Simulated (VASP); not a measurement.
Set up this calculation in VASP 6.6.1, as the native input.

```yaml
Task: single point
Functional: LDA
Potentials_or_basis: VASP PAW LDA potentials, release 64 (Mo_sv)
Cutoff: 520 eV
k_mesh: 15 × 15 × 8
Occupations: fermi-dirac, width 0.1 eV
Spin: no spin polarisation
Dipole_correction: no
Further_INCAR_settings: ALGO = Normal; EDIFF = 1e-07; NBANDS = 21
```

The structure of Mo lies in POSCAR:

```
Mo
1.0
    2.7193384109      0.0000000000      0.0000000000
   -1.3596692054      2.3550161453      0.0000000000
    0.0000000000      0.0000000000      4.7844624482
Mo
2
Direct
    0.3333333333      0.6666666667      0.2500000000
    0.6666666667      0.3333333333      0.7500000000
```

This isn't the form of Mo at room conditions, which is bcc.

These files were run (other wordings do the same):

INCAR

```
SYSTEM = Mo
PREC = Accurate
ENCUT = 520
EDIFF = 1E-7
ISMEAR = -1
SIGMA = 0.1
LREAL = .False.
LASPH = .True.
NELM = 60
ALGO = Normal
ISIF = 2
LWAVE = .False.
LCHARG = .False.
NBANDS = 21
```

KPOINTS

```
regular mesh
0
Gamma
  15 15 8
  0 0 0
```

Potentials or basis: VASP PAW LDA potentials, release 64 (Mo_sv).

Command:

```sh
$ cat potpaw_LDA.64/Mo_sv/POTCAR > POTCAR
$ mpirun -np 1 vasp_std > vasp.out
```

Results of the run:

| Quantity | Value |
| --- | --- |
| Pressure | 1.2 GPa |
| Band gap on the k mesh | none (metal or under the smearing width) |

It took 25 s on 1 thread of Intel(R) Xeon(R) 6975P-C (Granite Rapids), with other jobs on the host, peak memory 0.17 GiB.
